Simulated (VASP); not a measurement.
Input:

```xyz
8
Lattice="-2.7136 2.7136 5.3438 2.7136 -2.7136 5.3438 2.7136 2.7136 -5.3438" Properties=species:S:1:pos:R:3 pbc="T T T"
Zn    -2.7136     2.7136     5.3438
Zn     0.0000     2.7136     2.6719
Ge     0.0000     0.0000     5.3438
Ge     2.7136     0.0000     2.6719
P      1.3452     1.3568     6.6798
P      1.3568    -1.3452     4.0079
P      1.3685     1.3568     1.3360
P      1.3568     4.0588    -1.3360
```

Method: PBEsol GGA, VASP's PBE PAW potentials (set 64) (plane waves; VASP 6.6.1). Settings: 400 eV cut-off, 10×10×10 Γ-centred mesh, Gaussian smearing of 0.010 eV, potentials Zn Ge_d P.

Task: The job: ZnGeP2 (chalcopyrite), 8 atoms, PBEsol, optics run with many empty bands, 400 eV, 10×10×10 Γ-centred mesh. Roughly how much core time does it take on a busy server core?

Result: About 20 core-minutes (one run on a shared machine, a rough figure). It had 102 irreducible k-points, 129 bands, up to 2897 plane waves and 13 electronic steps.

The compound is ZnGeP2 in the chalcopyrite structure. It was relaxed first.
